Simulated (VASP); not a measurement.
Given:

```
SrTiO3
1.0
    3.89447     0.00000     0.00000
    0.00000     3.89447     0.00000
    0.00000     0.00000     3.89447
Sr Ti O
1 1 3
Direct
  0.00000   0.00000   0.00000
  0.50000   0.50000   0.50000
  0.50000   0.00000   0.50000
  0.00000   0.50000   0.50000
  0.50000   0.50000   0.00000
```

All values below come from PBEsol GGA, VASP's PBE PAW potentials (set 64) (plane waves; VASP). Run with 620 eV cut-off, 6×6×6 Γ-centred mesh, Gaussian smearing of 0.050 eV, potentials Sr_sv Ti_sv O.

Energy and stress use the plane-wave basis of the starting cell.

The ions, cell shape and volume at an external pressure of 5.0 GPa are relaxed. Which structure does the run end with?

```
SrTiO3
1.0
    3.86162     0.00000     0.00000
    0.00000     3.86162     0.00000
    0.00000     0.00000     3.86162
Sr Ti O
1 1 3
Cartesian
  0.00000   0.00000   0.00000
  1.93081   1.93081   1.93081
  1.93081   0.00000   1.93081
  0.00000   1.93081   1.93081
  1.93081   1.93081   0.00000
```
Space group Pm-3m (221), at a tolerance of 0.03 Å.

How do energy and volume change from the first to the last step?

The energy (σ→0) changes by +4.5 meV/atom and the volume by -2.5 %, in 3 ionic steps.

| step | E(σ→0) (eV) | max force (eV/Å) | pressure (GPa) | volume (Å³) |
|---|---|---|---|---|
| 1 | -42.0234 | 0.000 | -0.05 | 59.07 |
| 2 | -41.9183 | 0.000 | 11.34 | 55.94 |
| 3 | -42.0010 | 0.000 | 4.96 | 57.58 |

The compound is SrTiO3 in the cubic perovskite structure, the ideal cubic form; the compound distorts at low or room temperature. This run relaxes it under an external pressure of 5 GPa. Symmetry was kept, so distortions that lower it aren't found.
